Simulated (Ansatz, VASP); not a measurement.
# In2O3 (partly crystallised In2O3): VASP beside Ansatz

Aim: how closely do two programs agree when they are given the same cell, functional and k mesh? Of the first pair: The cell is taken from a series of runs on this material, whose earlier steps may have relaxed, scaled, displaced or heated it; both programs get it as it stands.

Calculated with Ansatz 0.2.0; plane waves, with VASP 6.6.1 beside it; single point at revPBE.

### Step 1. The starting structure

The cell holds 100 atoms: 40 In and 60 O. Its edges and angles: a = 11.162 Å, b = 11.162 Å, c = 11.162 Å, α = 90.0°, β = 90.0°, γ = 90.0°. As first built, before any earlier steps moved the atoms (in the runner's words): 100 atoms (40 Sc, 60 O) placed at random at 3.63 g/cm^3, melted at 5000 K for 10 ps at fixed volume with the Morse and Coulomb pair potential with partial charges (Pedone, Malavasi, Menziani, Cormack and Segre, J. Phys. Chem. B 110, 11780 (2006)). Quenched from 5000 K to 300 K at 20 K/ps and fixed volume, held 10 ps at zero pressure, then minimised at fixed cell. Then Sc was replaced by In and the cell scaled by 1.038 (the potential has no terms for the new elements, so the cell is a start for a DFT relaxation).

### Step 2. VASP: single point, revPBE, pair 1

With cell and atoms fixed, the geometry can't cause a difference; cores, projectors, grids and the points listed under the comparison can.

Lines of VASP's logs that name or quote its potential files are left out, and so is its time.

INCAR

```
SYSTEM = In2O3
PREC = Accurate
ENCUT = 600
EDIFF = 1E-06
NELM = 120
ISMEAR = -1
SIGMA = 0.05
LREAL = Auto
ALGO = Normal
GGA = RE
NBANDS = 512
LORBIT = 11
LWAVE = .FALSE.
LCHARG = .FALSE.
ISIF = 2
LASPH = .TRUE.
GGA_COMPAT = .FALSE.
EFERMI = MIDGAP
NCORE = 2
```

POSCAR

```
In2O3
1.0
   11.1615600000      0.0000000000      0.0000000000
    0.0000000000     11.1615600000      0.0000000000
    0.0000000000      0.0000000000     11.1615600000
In O
40 60
Direct
    0.9088200000      0.3871900000      0.9798800000
    0.0147200000      0.3976200000      0.7043800000
    0.7716000000      0.9001700000      0.5480100000
    0.5754800000      0.3685800000      0.1512600000
    0.8565700000      0.6467700000      0.7797600000
    0.3011400000      0.1221800000      0.2374900000
    0.8011300000      0.1446100000      0.7374700000
    0.3565900000      0.6200200000      0.2797500000
    0.4072500000      0.6564800000      0.9502900000
    0.1259300000      0.6536500000      0.8777300000
    0.5777800000      0.6521500000      0.7025800000
    0.0129400000      0.1027100000      0.1607600000
    0.1843600000      0.6334700000      0.5237000000
    0.4659200000      0.1375500000      0.9882200000
    0.1678500000      0.1271800000      0.8993900000
    0.7983100000      0.8483000000      0.2737700000
    0.9072500000      0.6102900000      0.4503200000
    0.2204900000      0.8748300000      0.0654400000
    0.6293500000      0.9097300000      0.8077500000
    0.7204500000      0.3919400000      0.5653800000
    0.4087900000      0.8795800000      0.4798500000
    0.9166000000      0.8860900000      0.9583100000
    0.0778000000      0.6146300000      0.2026400000
    0.6259500000      0.6131400000      0.3776700000
    0.4165900000      0.3807100000      0.4583100000
    0.2353600000      0.1574300000      0.5670500000
    0.6679000000      0.1396400000      0.3993100000
    0.5749600000      0.4016000000      0.8673800000
    0.7353400000      0.1093800000      0.0670200000
    0.6843600000      0.6333300000      0.0236600000
[... 64 atom lines left out ...]
    0.4142600000      0.2572600000      0.1453500000
    0.2778600000      0.7922900000      0.8827600000
    0.7993600000      0.2176600000      0.5252400000
    0.3330200000      0.5431400000      0.4597800000
    0.9985100000      0.4444500000      0.1556400000
    0.6554900000      0.9566200000      0.3853500000
```

KPOINTS

```
Automatic mesh
0
Gamma
1 1 1
0 0 0
```

PAW data sets: In_d and O (PBE family, release 64).

Started as:

```sh
$ mpirun -np 8 vasp_gam
```

Numbers of over 12 decimals in the logs are rounded to 6 here.

The program printed:

```text
[banner, memory and clock lines left out]
running    8 mpi-ranks, on    1 nodes
[...]
|                                                                             |
|               ----> ADVICE to this user running VASP <----                  |
|                                                                             |
|     You enforced a specific xc type in the INCAR file but a different       |
|     [... a line on the potential file left out ...]
|     I HOPE YOU KNOW WHAT YOU ARE DOING!                                     |
|                                                                             |

 LDA part: xc-table for (Slater+PW92), standard interpolation
 POSCAR, INCAR and KPOINTS ok, starting setup
[...]
entering main loop
       N       E                     dE             d eps       ncg     rms          rms(c)
DAV:   1     0.232686602694E+05    0.23269E+05   -0.40314E+05  1024   0.304E+03
DAV:   2     0.668265239198E+04   -0.16586E+05   -0.15982E+05  1024   0.959E+02
DAV:   3     0.767499231518E+03   -0.59152E+04   -0.56185E+04  1024   0.414E+02
DAV:   4    -0.526864032373E+03   -0.12944E+04   -0.12373E+04  1392   0.187E+02
[...]
DAV:  17    -0.512229165212E+03   -0.17215E-04   -0.28377E-05  1160   0.223E-02    0.161E-02
DAV:  18    -0.512229173192E+03   -0.79808E-05   -0.16042E-05  1264   0.146E-02    0.633E-03
DAV:  19    -0.512229172899E+03    0.29345E-06   -0.21472E-06   696   0.431E-03
   1 F= -.51222917E+03 E0= -.51222170E+03  d E =-.149402E-01
```

OUTCAR, selected parts (step 2):

```text
  FREE ENERGIE OF THE ION-ELECTRON SYSTEM (eV)
  ---------------------------------------------------
  free  energy   TOTEN  =      -512.2291728989 eV

  energy  without entropy=     -512.2142326805  energy(sigma->0) =     -512.22170279
```

The run ends at a pressure of 0.33 GPa, with forces up to 0.086 eV/Å.

### Step 3. Ansatz: single point, revPBE, pair 1

Ansatz runs on its PAW soft_1 files.

The same cell, functional, mesh and smearing now go to Ansatz, which takes its cutoff from its data sets.

input.yaml

```yaml
crystal:
  lattice:
    - [11.16156, 0.0, 0.0]
    - [0.0, 11.16156, 0.0]
    - [0.0, 0.0, 11.16156]
  atoms:
    - { symbol: In, position: [0.90882, 0.38719, 0.97988] }
    - { symbol: In, position: [0.01472, 0.39762, 0.70438] }
    - { symbol: In, position: [0.7716, 0.90017, 0.54801] }
    - { symbol: In, position: [0.57548, 0.36858, 0.15126] }
    - { symbol: In, position: [0.85657, 0.64677, 0.77976] }
    - { symbol: In, position: [0.30114, 0.12218, 0.23749] }
    - { symbol: In, position: [0.80113, 0.14461, 0.73747] }
    - { symbol: In, position: [0.35659, 0.62002, 0.27975] }
    - { symbol: In, position: [0.40725, 0.65648, 0.95029] }
    - { symbol: In, position: [0.12593, 0.65365, 0.87773] }
    - { symbol: In, position: [0.57778, 0.65215, 0.70258] }
    - { symbol: In, position: [0.01294, 0.10271, 0.16076] }
    - { symbol: In, position: [0.18436, 0.63347, 0.5237] }
    - { symbol: In, position: [0.46592, 0.13755, 0.98822] }
    - { symbol: In, position: [0.16785, 0.12718, 0.89939] }
    - { symbol: In, position: [0.79831, 0.8483, 0.27377] }
    - { symbol: In, position: [0.90725, 0.61029, 0.45032] }
    - { symbol: In, position: [0.22049, 0.87483, 0.06544] }
    - { symbol: In, position: [0.62935, 0.90973, 0.80775] }
    - { symbol: In, position: [0.72045, 0.39194, 0.56538] }
    - { symbol: In, position: [0.40879, 0.87958, 0.47985] }
    - { symbol: In, position: [0.9166, 0.88609, 0.95831] }
    - { symbol: In, position: [0.0778, 0.61463, 0.20264] }
    - { symbol: In, position: [0.62595, 0.61314, 0.37767] }
    - { symbol: In, position: [0.41659, 0.38071, 0.45831] }
    - { symbol: In, position: [0.23536, 0.15743, 0.56705] }
    - { symbol: In, position: [0.6679, 0.13964, 0.39931] }
    - { symbol: In, position: [0.57496, 0.4016, 0.86738] }
    - { symbol: In, position: [0.73534, 0.10938, 0.06702] }
    - { symbol: In, position: [0.68436, 0.63333, 0.02366] }
[... 64 atom lines left out ...]
    - { symbol: O, position: [0.41426, 0.25726, 0.14535] }
    - { symbol: O, position: [0.27786, 0.79229, 0.88276] }
    - { symbol: O, position: [0.79936, 0.21766, 0.52524] }
    - { symbol: O, position: [0.33302, 0.54314, 0.45978] }
    - { symbol: O, position: [0.99851, 0.44445, 0.15564] }
    - { symbol: O, position: [0.65549, 0.95662, 0.38535] }
kpoints:
  mp_grid: { grid: [1, 1, 1] }
hamiltonian:
  xc: revpbe
  pseudopotentials: { kind: paw, azcp: { folder: soft_1 } }
scf:
  occupations: { method: fermi_dirac, width: 0.05 }
output:
  forces: true
  stress: true
  populations: true
  dos:
    method: { smearing: { sigma: 0.1 } }
    de: 0.1
    projected: { site_lists: { In: [In], O: [O] } }
  eigenvalues: true
  write_density: true
  write_potential: true
  volumetric_format: npy
```

Started as:

```sh
$ ansatz run input.yaml --threads 4 --pin off --max-ram 8192MiB --backend cpu --events-out ev --progress --plain --runs-dir out
```

The program printed:

```text
Engine: ansatz 0.2.0, x86_64-unknown-linux-gnu
Pseudopotentials: kind: paw
Pseudopotential: In, paw, valence charge 13, recommended cutoff 420 eV (normal), soft_1/In.paw.azcp
Pseudopotential: O, paw, valence charge 6, recommended cutoff 420 eV (normal), soft_1/O.paw.azcp
Functional definition: revPBE
  parameter kappa = 1.245
  parameter beta = 0.066725
  exchange = pbe_x(kappa = kappa, mu = beta*pi^2/3)
  correlation = pbe_c(beta = beta)
Crystal: 100 atoms, lattice volume = 1390.512 Å³
Basis set: ecut = 420 eV, 27201 PW (Γ), exchange–correlation on 150×150×150 points (8 copies of the dense FFT grid, shifted against one another)
Bands: 540, of which v1, the nominal top of the filled ones, is band 440 counted from 1 (439 counted from 0)
Symmetry: 1 space group operations
Space group: P1 (ITA 1), of the structure as read, at distance tolerance 1.1e-4 Å
k-points: 1
Non-local potential: In, projectors of the file, l = 0: 2, l = 1: 2, l = 2: 2, l = 3: 1
Non-local potential: O, projectors of the file, l = 0: 2, l = 1: 2, l = 2: 1
PAW form: soft (Blöchl's): semilocal exchange-correlation on the pseudo side does not see the compensation charge
PAW frozen core: In, regenerated for the run's functional, and the local potential with it (the file was generated under x = pbe(κ = 0.804, μ = 0.219515), c = pbe(β = 0.066725))
PAW frozen core: O, regenerated for the run's functional, and the local potential with it (the file was generated under x = pbe(κ = 0.804, μ = 0.219515), c = pbe(β = 0.066725))
PAW one-centre angular grid: In, 590 points (default); XC on 64 Gauss nodes
PAW one-centre angular grid: O, 110 points (default); XC on 64 Gauss nodes
Initial density: superposition of atomic densities (chi_scale 0.1, normalization cell, long waves kept (reshape's long-wave potential 0.09 eV rms))
Initial wavefunctions: pseudopotential atomic-orbital guess
Functional: x = revpbe(κ = 1.245, μ = 0.219515), c = pbe(β = 0.066725)
SCF iter   1: F=—  HF=-258283.228454 eV  |F-HF|=—  |Δ(HF+E_count)|=         —  Δρ=6.47e-2  dr2=4.32e1  ethr=3.10e-3  ⟨swp⟩=6.0  Hψ=1993  notcnv=0
preconditioner: auto → Resta (q_TF=auto, 2.528 Å⁻¹)  ε∞=4.3  [insulator: Δε(μ)=0.636 eV  Ē_g=16.232 eV  σ=0.050 eV  W_gap=1.00  n_scr=388 (ndim 8)  ℏωp=29.5 eV  f_vac=0.010  D(μ)=0.18/eV (n_scr^D=0)  ε∞_Penn≈4.3]
SCF iter   2: F=—  HF=-258275.184030 eV  |F-HF|=—  |Δ(HF+E_count)|=    8.04e0  Δρ=3.25e-2  dr2=1.26e1  ethr=3.10e-3  ⟨swp⟩=3.0  Hψ=827  notcnv=0  defer=93
SCF iter   3: F=—  HF=-258272.788107 eV  |F-HF|=—  |Δ(HF+E_count)|=    2.40e0  Δρ=5.30e-3  dr2=4.68e-1  ethr=1.44e-3  ⟨swp⟩=3.0  Hψ=895  notcnv=0  defer=93
SCF iter   4: F=—  HF=-258272.962098 eV  |F-HF|=—  |Δ(HF+E_count)|=   1.74e-1  Δρ=1.57e-3  dr2=4.78e-2  ethr=5.31e-5  ⟨swp⟩=3.0  Hψ=894  notcnv=0  defer=93
SCF iter   5: F=—  HF=-258273.028622 eV  |F-HF|=—  |Δ(HF+E_count)|=   6.65e-2  Δρ=3.74e-4  dr2=2.65e-3  ethr=5.43e-6  ⟨swp⟩=2.0  Hψ=894  notcnv=0  defer=93
SCF iter   6: F=—  HF=-258273.034553 eV  |F-HF|=—  |Δ(HF+E_count)|=   5.93e-3  Δρ=1.33e-4  dr2=3.34e-4  ethr=3.02e-7  ⟨swp⟩=2.0  Hψ=888  notcnv=0  defer=93
SCF iter   7: F=—  HF=-258273.035433 eV  |F-HF|=—  |Δ(HF+E_count)|=   8.80e-4  Δρ=2.93e-5  dr2=1.70e-5  ethr=3.80e-8  ⟨swp⟩=2.0  Hψ=888  notcnv=0  defer=93
SCF iter   8: F=—  HF=-258273.033337 eV  |F-HF|=—  |Δ(HF+E_count)|=   2.10e-3  Δρ=1.03e-5  dr2=1.89e-6  ethr=1.93e-9  ⟨swp⟩=2.0  Hψ=981  notcnv=0  defer=93
SCF iter   9: F=—  HF=-258273.033341 eV  |F-HF|=—  |Δ(HF+E_count)|=   3.91e-6  Δρ=3.66e-6  dr2=2.27e-7  ethr=2.14e-10  ⟨swp⟩=2.0  Hψ=888  notcnv=0  defer=93
SCF iter  10: F=-258273.033341 eV  HF=-258273.033341 eV  |F-HF|=2.44e-8  |Δ(HF+E_count)|=   3.06e-7  Δρ=1.13e-6  dr2=2.07e-8  ethr=1.14e-11  ⟨swp⟩=16.0  Hψ=4159  notcnv=0
SCF 1 converged in 10 iterations: F = -258273.033341 eV  dr2 = 2.07e-8
  greatest PAW one-centre occupation: 0.990 electrons in one spin orbital (limit 2), on the In atom at site 25 (counted from 0), in its partial waves of l = 2
SCF converged after 10 iterations
Free energy (F): -258273.033341 eV
Harris-Foulkes:  -258273.033341 eV  (|F-HF|=2.44e-8)
Internal energy: -258273.019840 eV  (E = F + TS)
E sigma→0 (E₀):  -258273.026591 eV
Entropy (-TS):   -0.013501 eV (-0.135 meV/atom)
Fermi energy:    8.376441 eV
--- Per-component energies (eV) ---
  E_band       = -651.377681
  E_kinetic    = 18851.926614
  E_local      = -61215.555918  (includes V_loc(G=0)·N_el)
  E_nonlocal   = 16275.658038
  E_hartree    = 24129.695629
  E_xc         = -9935.240818
  E_vxc        = -8940.388560  (∫ρ·V_xc dr)
  E_paw        = -178606.969047  (= ΣΔE_a)
  E_vpaw       = -13882.468682  (= ΣTr[D̂ρ^β])
  E_aug_tail   = 0.050257  (compensation charges beyond the density's cutoff)
  E_ewald      = -67773.589186
  E_core_change = 1.004591  (= ΣΔE_core)
  E_smearing   = -0.013501  (= −TS)
  E_closure    = 0.000000  (closes the sum)
[...]
atom  81  O      0.00093176    -0.01391589     0.00113808
  atom  82  O      0.00792402     0.00329206    -0.01052458
  atom  83  O     -0.00596790     0.00837509    -0.00539717
  atom  84  O      0.00736585     0.00972593    -0.01107169
  atom  85  O      0.00619711    -0.00796706     0.00376566
  atom  86  O      0.00895699    -0.00900304     0.00613587
  atom  87  O      0.00749476     0.00222245    -0.00202650
  atom  88  O      0.00375220     0.00327768     0.00195299
  atom  89  O      0.00854594    -0.00517591    -0.00091820
  atom  90  O      0.00601803    -0.00798404    -0.01115895
  atom  91  O      0.00142803    -0.00079235    -0.00046206
  atom  92  O     -0.00514561     0.00408839    -0.00672630
  atom  93  O     -0.00511639    -0.00504112     0.00264935
  atom  94  O      0.00125499     0.00533124    -0.00174969
  atom  95  O     -0.01497893     0.00010172    -0.00932356
  atom  96  O      0.00146810    -0.00690933     0.00703466
  atom  97  O     -0.00057349    -0.00799379     0.01401078
  atom  98  O     -0.00284394     0.00533401    -0.00631799
  atom  99  O      0.00661512    -0.00087665    -0.01678052
  atom 100  O     -0.03412484    -0.02462073    -0.01338575
  max |Σ_I F_I| component: 9.83e-6 eV/Å
--- Stress (GPa, compression-positive) ---
        5.633996      -0.000888       0.416050
       -0.000888      -5.869281      -0.000319
        0.416050      -0.000319       0.571833
  P = ⅓ Tr σ = 0.1122 GPa (1.122 kbar)
--- Band table (eV) ---
  k-point 0: bands = [... 436 lower, 8.0075, 8.0474, 8.0529, 8.1235, 8.6021, 11.1146, 11.2264, 11.3261, ... 96 higher]
--- Löwdin populations: 100 sites ---
  site symbol       q [e]
     0     In     11.7904
     1     In     11.8260
     2     In     11.8246
     3     In     11.8327
     4     In     11.8236
     5     In     11.8225
     6     In     11.8225
     7     In     11.8236
     8     In     11.8370
     9     In     11.8210
    10     In     11.8210
    11     In     11.8270
    12     In     11.8202
    13     In     11.8469
    14     In     11.8180
    15     In     11.8320
    16     In     11.8370
    17     In     11.8220
    18     In     11.8282
    19     In     11.8220
    20     In     11.7904
    21     In     11.7972
    22     In     11.8211
    23     In     11.8210
[...]
92      O      6.7326
    93      O      6.7249
    94      O      6.7389
    95      O      6.7338
    96      O      6.7403
    97      O      6.7509
    98      O      6.7370
    99      O      6.7192
  spilling = 0.003290 (of n_electrons = 880.000000)
```

### Step 4. Side by side

Known differences besides the potentials themselves: the cutoff is 420 eV in Ansatz and 600 eV in VASP (PREC = Accurate, projectors in real space); Ansatz makes its cores anew for this functional, VASP keeps those of its PBE data sets. Total energies have different zeros and are not compared.

Both answers:

```csv
quantity,Ansatz,VASP,difference
pressure (GPa),0.11,0.33,-0.22
gap on the k mesh (eV),0.479,0.467,+0.011
```

At this near-relaxed geometry the largest component of a force difference is 35 meV/Å. A gap on the mesh is an upper bound, since the band edges may lie between its points.

(Continued in part 2 of 2.)

[Lines on the potential files, build, host, timing and source positions are cut from VASP's logs without a mark.]

[Logs are printed without paths, hosts, clocks, repeated set-up lines and the standing remarks that a program may print on its own settings, such as how far it seeks lower states.]

[Hosts, paths, dates, database ids (printed as entryN), source tags and the programs' standing remarks are cut or masked in the printed files.]
